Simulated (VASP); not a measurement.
**Band edges against the vacuum: GaAs(110)**

Where do the bulk band edges lie against the vacuum outside GaAs(110)?

Main program and level: VASP 6.6.1; r2SCAN; plane waves and PAW (Ga, As).

**What experiment says.**

“Investigation of Radiation Effect on Structural and Optical Properties of GaAs under High-Energy Electron Irradiation” (2022, pmc:9457441) reports for GaAs, zincblende, by high-resolution XRD, reciprocal space mapping (commercial semi-insulating (001) wafer, relaxed): lattice constant a (cubic a from (004) reciprocal space maps; peak position was aligned …) 5.653 Å [Peak position aligned to 66.049 deg for all samples, so the value is effectively fixed by …].

For GaAs, zincblende (semi-insulating GaAs(001) reference substrate, 300 K), “Evidence of valence band perturbations in GaAsN/GaAs(001): A combined variable-angle spectroscopic ellipsometry and modulated photoreflectance investigation” (2008, arxiv:0805.2212) gives, by modulated photoreflectance, low-field lineshape fit: band gap (direct gap E0 at Gamma from PR) 1.418 ± 0.005 eV.

## Step 1: Set-up

It takes space group F-43m (No. 216, cubic). The conventional cell has a = 5.650 Å, b = 5.650 Å, c = 5.650 Å, α = 90.00°, β = 90.00°, γ = 90.00°. Nearest to Ga lie 4 As at 2.45 Å. Nearest to As lie 4 Ga at 2.45 Å. Farther neighbours are not listed.

## Step 2: Relaxing the bulk crystal

First cell and atoms are relaxed at a raised cutoff, so that later runs start from this functional's own cell.

INCAR reads:

```
SYSTEM = GaAs
PREC = Accurate
ENCUT = 350
EDIFF = 1E-06
NELM = 120
ISMEAR = 0
SIGMA = 0.03
LREAL = .FALSE.
ALGO = Normal
METAGGA = R2SCAN
LASPH = .TRUE.
NBANDS = 10
LORBIT = 11
LWAVE = .FALSE.
LCHARG = .FALSE.
KPAR = 4
IBRION = 2
NSW = 40
ISIF = 3
EDIFFG = -0.02
POTIM = 0.4
```

POSCAR reads:

```
GaAs
1.0
    0.0000000000      2.8250000000      2.8250000000
    2.8250000000      0.0000000000      2.8250000000
    2.8250000000      2.8250000000      0.0000000000
Ga As
1 1
Direct
    0.0000000000      0.0000000000      0.0000000000
    0.2500000000      0.2500000000      0.2500000000
```

KPOINTS reads:

```
Automatic mesh
0
Gamma
6 6 6
0 0 0
```

The projector-augmented-wave data sets are Ga and As (PBE family, release 64).

Started as:

```console
$ mpirun -np 4 vasp_std
```

The program printed:

```text
[banner, memory and clock lines left out]
running    4 mpi-ranks, on    1 nodes
 distrk:  each k-point on    1 cores,    4 groups
 distr:  one band on    1 cores,    1 groups

 POSCAR found type information on POSCAR GaAs
 POSCAR found :  2 types and       2 ions
|                                                                             |
|               ----> ADVICE to this user running VASP <----                  |
|                                                                             |
|     You enforced a specific xc type in the INCAR file but a different       |
|     [... a line on the potential file left out ...]
|     I HOPE YOU KNOW WHAT YOU ARE DOING!                                     |
|                                                                             |

 LDA part: xc-table for (None), standard interpolation
 POSCAR, INCAR and KPOINTS ok, starting setup
 FFT: planning ... GRIDC
 FFT: planning ... GRID_SOFT
 FFT: planning ... GRID
 WAVECAR not read
 entering main loop
       N       E                     dE             d eps       ncg     rms          rms(c)
DAV:   1    -0.669039156735E+01   -0.66904E+01   -0.29928E+03   320   0.528E+02
DAV:   2    -0.273375548432E+02   -0.20647E+02   -0.20290E+02   396   0.852E+01
DAV:   3    -0.279918520954E+02   -0.65430E+00   -0.65346E+00   386   0.163E+01
DAV:   4    -0.279944491268E+02   -0.25970E-02   -0.25968E-02   362   0.118E+00
DAV:   5    -0.279944575377E+02   -0.84108E-05   -0.84108E-05   372   0.667E-02    0.404E+00
DAV:   6    -0.270488804944E+02    0.94558E+00   -0.37418E-01   326   0.337E+00    0.262E+00
DAV:   7    -0.270433639356E+02    0.55166E-02   -0.16719E-01   344   0.196E+00    0.624E-01
DAV:   8    -0.270433386155E+02    0.25320E-04   -0.11328E-02   358   0.548E-01    0.134E-01
DAV:   9    -0.270435417101E+02   -0.20309E-03   -0.48149E-04   364   0.160E-01    0.522E-02
DAV:  10    -0.270435708077E+02   -0.29098E-04   -0.46816E-05   366   0.382E-02    0.275E-02
DAV:  11    -0.270435887491E+02   -0.17941E-04   -0.25693E-05   346   0.404E-02    0.272E-03
DAV:  12    -0.270435893762E+02   -0.62710E-06   -0.44558E-07   310   0.338E-03
   1 F= -.27043589E+02 E0= -.27043589E+02  d E =-.270436E+02
 curvature:   0.00 expect dE= 0.000E+00 dE for cont linesearch  0.000E+00
 trial: gam= 0.00000 g(F)=  0.310E-46 g(S)=  0.320E-02 ort = 0.000E+00 (trialstep = 0.100E+01)
 search vector abs. value=  0.320E-02
 bond charge predicted
       N       E                     dE             d eps       ncg     rms          rms(c)
DAV:   1    -0.270459359863E+02   -0.23472E-02   -0.49822E-02   338   0.109E+00    0.241E-01
DAV:   2    -0.270451018754E+02    0.83411E-03   -0.26625E-03   340   0.273E-01    0.117E-01
DAV:   3    -0.270447933227E+02    0.30855E-03   -0.11020E-03   338   0.162E-01    0.511E-02
DAV:   4    -0.270447706286E+02    0.22694E-04   -0.38046E-05   362   0.404E-02    0.314E-02
DAV:   5    -0.270447616744E+02    0.89542E-05   -0.12866E-05   344   0.228E-02    0.122E-02
DAV:   6    -0.270447617441E+02   -0.69669E-07   -0.21814E-07   206   0.324E-03
   2 F= -.27044762E+02 E0= -.27044762E+02  d E =-.117237E-02
 trial-energy change:   -0.001172  1 .order   -0.001220   -0.003196    0.000757
 step:   0.7969(harm=  0.8085)  dis= 0.00000  next Energy=   -27.044839 (dE=-0.125E-02)
 bond charge predicted
       N       E                     dE             d eps       ncg     rms          rms(c)
DAV:   1    -0.270448835617E+02   -0.12189E-03   -0.20673E-03   346   0.223E-01    0.490E-02
DAV:   2    -0.270448503170E+02    0.33245E-04   -0.10832E-04   344   0.552E-02    0.239E-02
DAV:   3    -0.270448401509E+02    0.10166E-04   -0.45773E-05   334   0.329E-02    0.107E-02
DAV:   4    -0.270448407473E+02   -0.59641E-06   -0.15554E-06   302   0.820E-03
   3 F= -.27044841E+02 E0= -.27044841E+02  d E =-.125137E-02
 curvature:  -0.40 expect dE=-0.128E-07 dE for cont linesearch -0.128E-07
 trial: gam= 0.00000 g(F)=  0.563E-46 g(S)=  0.317E-07 ort =-0.101E-04 (trialstep = 0.959E+00)
 search vector abs. value=  0.318E-07
 reached required accuracy - stopping structural energy minimisation
```

Elapsed: 18 s, on 4 MPI ranks of Intel Xeon Platinum 8259CL at 2.50GHz (Skylake/Cascade Lake), shared host; peak memory 0.53 GiB.

The logs omit lines about the potential files and the build; timing stands in the text.

From OUTCAR (step 2):

```text
ion  position               nearest neighbor table
   1  0.000  0.000  0.000-   2 2.45   2 2.45   2 2.45   2 2.45
   2  0.250  0.250  0.250-   1 2.45   1 2.45   1 2.45   1 2.45

  LATTYP: Found a face centered cubic cell.
 ALAT       =     5.6500000000

 Subroutine GETGRP returns: Found 24 space group operations
 (whereof 24 operations were pure point group operations)

The static configuration has the point symmetry T_d .

 Found     16 irreducible k-points:

   k-points           NKPTS =     16   k-points in BZ     NKDIM =     16   number of bands    NBANDS=     10

   dimension x,y,z NGX =    24 NGY =   24 NGZ =   24
   dimension x,y,z NGXF=    48 NGYF=   48 NGZF=   48

   ENCUT  =  350.0 eV  25.72 Ry    5.07 a.u.   6.09  6.09  6.09*2*pi/ulx,y,z

   NELECT =       8.0000    total number of electrons

 k-points in reciprocal lattice and weights: Automatic mesh
   0.00000000  0.00000000  0.00000000       0.005
   0.16666667  0.00000000  0.00000000       0.037
   0.33333333  0.00000000  0.00000000       0.037
   0.50000000  0.00000000  0.00000000       0.019
   0.16666667  0.16666667  0.00000000       0.028
   0.33333333  0.16666667  0.00000000       0.111
   0.50000000  0.16666667  0.00000000       0.111
  -0.33333333  0.16666667  0.00000000       0.111
  -0.16666667  0.16666667  0.00000000       0.056
[...]
-0.33333333  0.33333333  0.16666667       0.111
  -0.33333333  0.50000000  0.16666667       0.056

 average (electrostatic) potential at core
       1 -18.2320       2 -56.1206

 E-fermi :   2.5402

 k-point     1 :       0.0000    0.0000    0.0000
  band No.  band energies     occupation
      1     -10.7025      2.00000
      2       2.4118      2.00000
      3       2.4118      2.00000
      4       2.4118      2.00000
      5       3.3960      0.00000
      6       6.4908      0.00000
      7       6.4908      0.00000
      8       6.4908      0.00000
      9      10.6434      0.00000
    ...

 k-point     2 :       0.1667    0.0000    0.0000
  band No.  band energies     occupation
      1     -10.3967      2.00000
      2      -0.2750      2.00000
      3       2.0283      2.00000
      4       2.0283      2.00000
      5       4.4332      0.00000
      6       7.0528      0.00000
      7       7.0528      0.00000
      8       7.5167      0.00000
      9      11.9685      0.00000
    ...

 k-point     3 :       0.3333    0.0000    0.0000
  band No.  band energies     occupation
      1      -9.6000      2.00000
      2      -3.0396      2.00000
      3       1.4711      2.00000
      4       1.4711      2.00000
      5       4.0082      0.00000
      6       7.4907      0.00000
      7       7.4907      0.00000
      8      10.1879      0.00000
      9      11.8159      0.00000
    ...

  Total       -0.0007399     -0.0007399     -0.0007399      0.0000000      0.0000000     -0.0000000
  in kB       -0.0260084     -0.0260084     -0.0260084      0.0000000      0.0000000     -0.0000000
  external PRESSURE =      -0.0260084 kB  Pullay stress =       0.0000000 kB

  energy-cutoff  :      350.00
  volume of cell :       45.58
      direct lattice vectors                 reciprocal lattice vectors
    -0.000000000  2.835207837  2.835207837    -0.176353914  0.176353914  0.176353914
     2.835207837  0.000000000  2.835207837     0.176353914 -0.176353914  0.176353914
     2.835207837  2.835207837  0.000000000     0.176353914  0.176353914 -0.176353914

 POSITION                                       TOTAL-FORCE (eV/Angst)
 -----------------------------------------------------------------------------------
      0.00000      0.00000      0.00000         0.000000      0.000000      0.000000
      1.41760      1.41760      1.41760        -0.000000     -0.000000     -0.000000
 -----------------------------------------------------------------------------------
    total drift:                                0.000000      0.000000      0.000000

  FREE ENERGIE OF THE ION-ELECTRON SYSTEM (eV)
  ---------------------------------------------------
  free  energy   TOTEN  =       -27.0448407473 eV

  energy  without entropy=      -27.0448407473  energy(sigma->0) =      -27.04484075

 reached required accuracy - stopping structural energy minimisation

 total charge
# of ion       s       p       d       tot
------------------------------------------
    1        1.075   1.208   0.147   2.429
    2        1.203   1.639   0.029   2.872
--------------------------------------------------
tot          2.278   2.847   0.175   5.301

[... 3 further parts left out ...]
```

CONTCAR:

```
GaAs
   1.00000000000000
    -0.0000000000000000    2.8352078374761169    2.8352078374761169
     2.8352078374761169    0.0000000000000000    2.8352078374761169
     2.8352078374761169    2.8352078374761169    0.0000000000000000
  Ga              As
     1     1
Direct
     0.0000000000000000    0.0000000000000000    0.0000000000000000
     0.2500000000000000    0.2500000000000000    0.2500000000000000
```

The PAW data sets were made with PBE, which is usual practice but a small mismatch for other functionals. The data set Ga keeps the semicore shell frozen, which is cheaper and a little less accurate. The run keeps the 24 symmetry operations of its start, so it cannot find a distortion of lower symmetry.

Step by step:

| step | energy less that of the first step (eV) | largest force (eV/Å) | pressure (GPa) | volume (Å³) |
| --- | --- | --- | --- | --- |
| 1 | 0.0000 | 0.0000 | 0.83 | 45.09 |
| 2 | -0.0012 | 0.0000 | -0.20 | 45.71 |
| 3 | -0.0013 | 0.0000 | 0.00 | 45.58 |

```csv
"conventional cell, symmetrised",before,after,change
a (Å),5.650,5.670,+0.4 %
b (Å),5.650,5.670,+0.4 %
c (Å),5.650,5.670,+0.4 %
volume (Å³/atom),22.55,22.79,+1.1 %
```

The relaxed structure:

```
Ga As
1.0
     0.00000    2.83521    2.83521
     2.83521    0.00000    2.83521
     2.83521    2.83521    0.00000
Ga As
1 1
Direct
  0.00000 0.00000 0.00000
  0.25000 0.25000 0.25000
```

This step gave:

| Item | Value |
| --- | --- |
| electronic cycles | 22 |
| electrons | 8 |
| free energy (TOTEN) | -27.04 eV |
| Fermi energy | 2.540 eV |

The run ended after 3 ionic steps, 0.001 eV below its first step, once forces and stress met EDIFFG = -0.02.

## Step 3: Band edges of the bulk

A static bulk run at the slab's cutoff gives the band edges and the core potentials that tie them to the slab.

INCAR reads:

```
SYSTEM = GaAs
PREC = Normal
ENCUT = 320
EDIFF = 1E-06
NELM = 120
ISMEAR = 0
SIGMA = 0.03
LREAL = .FALSE.
ALGO = Normal
METAGGA = R2SCAN
LASPH = .TRUE.
NBANDS = 10
LORBIT = 11
LWAVE = .FALSE.
LCHARG = .FALSE.
KPAR = 4
```

POSCAR reads:

```
GaAs
1.0
    0.0000000000      2.8352078375      2.8352078375
    2.8352078375      0.0000000000      2.8352078375
    2.8352078375      2.8352078375      0.0000000000
Ga As
1 1
Direct
    0.0000000000      0.0000000000      0.0000000000
    0.2500000000      0.2500000000      0.2500000000
```

KPOINTS reads:

```
Automatic mesh
0
Gamma
13 13 13
0 0 0
```

Started as:

```console
$ mpirun -np 4 vasp_std
```

The program printed:

```text
[banner, memory and clock lines left out]
running    4 mpi-ranks, on    1 nodes
 distrk:  each k-point on    1 cores,    4 groups
 distr:  one band on    1 cores,    1 groups

 POSCAR found type information on POSCAR GaAs
 POSCAR found :  2 types and       2 ions
 [... a notice as in an earlier step ...]

 LDA part: xc-table for (None), standard interpolation
 POSCAR, INCAR and KPOINTS ok, starting setup
 FFT: planning ... GRIDC
 FFT: planning ... GRID_SOFT
 FFT: planning ... GRID
 WAVECAR not read
 entering main loop
       N       E                     dE             d eps       ncg     rms          rms(c)
DAV:   1    -0.766346361834E+01   -0.76635E+01   -0.27791E+03  1680   0.485E+02
DAV:   2    -0.273894055885E+02   -0.19726E+02   -0.19142E+02  2192   0.831E+01
DAV:   3    -0.280181167965E+02   -0.62871E+00   -0.62807E+00  2104   0.155E+01
DAV:   4    -0.280202956378E+02   -0.21788E-02   -0.21787E-02  2008   0.104E+00
DAV:   5    -0.280203015310E+02   -0.58932E-05   -0.58932E-05  2040   0.546E-02    0.398E+00
DAV:   6    -0.270688106538E+02    0.95149E+00   -0.36423E-01  1740   0.331E+00    0.259E+00
DAV:   7    -0.270645178523E+02    0.42928E-02   -0.16251E-01  1906   0.192E+00    0.608E-01
DAV:   8    -0.270644588133E+02    0.59039E-04   -0.11682E-02  1870   0.546E-01    0.137E-01
DAV:   9    -0.270646545621E+02   -0.19575E-03   -0.49577E-04  1970   0.162E-01    0.510E-02
DAV:  10    -0.270646845018E+02   -0.29940E-04   -0.51312E-05  1946   0.395E-02    0.289E-02
DAV:  11    -0.270647032094E+02   -0.18708E-04   -0.28725E-05  1836   0.422E-02    0.316E-03
DAV:  12    -0.270647037332E+02   -0.52378E-06   -0.44453E-07  1530   0.343E-03
   1 F= -.27064704E+02 E0= -.27064704E+02  d E =-.264199E-19
```

It took 12 s on 4 MPI ranks; peak memory 0.51 GiB; 48 s of CPU time.

OUTCAR, selected parts (step 3):

```text
  LATTYP: Found a face centered cubic cell.
 ALAT       =     5.6704156750

The static configuration has the point symmetry T_d .

 Found     84 irreducible k-points:

   k-points           NKPTS =     84   k-points in BZ     NKDIM =     84   number of bands    NBANDS=     10

   dimension x,y,z NGX =    18 NGY =   18 NGZ =   18
   dimension x,y,z NGXF=    36 NGYF=   36 NGZF=   36

   ENCUT  =  320.0 eV  23.52 Ry    4.85 a.u.   5.85  5.85  5.85*2*pi/ulx,y,z

   NELECT =       8.0000    total number of electrons

 E-fermi :   2.5793

 k-point     1 :       0.0000    0.0000    0.0000
  band No.  band energies     occupation
      1     -10.7112      2.00000
      2       2.4033      2.00000
      3       2.4033      2.00000
      4       2.4033      2.00000
      5       3.3888      0.00000
      6       6.4873      0.00000
      7       6.4873      0.00000
      8       6.4873      0.00000
      9      10.6436      0.00000
    ...

 k-point     2 :       0.0769    0.0000    0.0000
  band No.  band energies     occupation
      1     -10.6448      2.00000
      2       1.3888      2.00000
      3       2.3057      2.00000
      4       2.3057      2.00000
      5       4.0840      0.00000
      6       6.6280      0.00000
      7       6.6359      0.00000
      8       6.6359      0.00000
      9      11.0454      0.00000
    ...

  Total        0.0112115      0.0112115      0.0112115      0.0000000      0.0000000      0.0000000
  in kB        0.3940841      0.3940841      0.3940841      0.0000000      0.0000000      0.0000000
  external PRESSURE =       0.3940841 kB  Pullay stress =       0.0000000 kB

  energy-cutoff  :      320.00
  volume of cell :       45.58
      direct lattice vectors                 reciprocal lattice vectors
     0.000000000  2.835207838  2.835207838    -0.176353914  0.176353914  0.176353914
     2.835207838  0.000000000  2.835207838     0.176353914 -0.176353914  0.176353914
     2.835207838  2.835207838  0.000000000     0.176353914  0.176353914 -0.176353914

 POSITION                                       TOTAL-FORCE (eV/Angst)
 -----------------------------------------------------------------------------------
      0.00000      0.00000      0.00000        -0.000000     -0.000000     -0.000000
      1.41760      1.41760      1.41760         0.000000      0.000000      0.000000
 -----------------------------------------------------------------------------------
    total drift:                                0.000002      0.000002      0.000002

  FREE ENERGIE OF THE ION-ELECTRON SYSTEM (eV)
  ---------------------------------------------------
  free  energy   TOTEN  =       -27.0647037332 eV

  energy  without entropy=      -27.0647037332  energy(sigma->0) =      -27.06470373

 total charge
# of ion       s       p       d       tot
------------------------------------------
    1        1.079   1.206   0.146   2.430
    2        1.207   1.633   0.029   2.869
--------------------------------------------------
tot          2.285   2.839   0.175   5.299

[... 1 part as in an earlier step ...]

[... 7 further parts left out ...]
```

The gap is read on the k-mesh alone, so it is an upper bound where the band edges lie off the mesh.

This step gave:

- electronic cycles: 12
- free energy (TOTEN): -27.06 eV
- Fermi energy: 2.579 eV
- metallic: no
- gap on the k-mesh: 0.9855 eV
- least direct gap on the k-mesh: 0.9855 eV

[end of part 1 of 3]

[Lines on the potential files, build, host, timing and source positions are cut from VASP's logs without a mark.]

[Logs are printed without paths, hosts, clocks, repeated set-up lines and the standing remarks that a program may print on its own settings, such as how far it seeks lower states.]

[Hosts, paths, dates, database ids (printed as entryN), source tags and the programs' standing remarks are cut or masked in the printed files.]

[Runs that stopped without an error message from VASP are left out.]
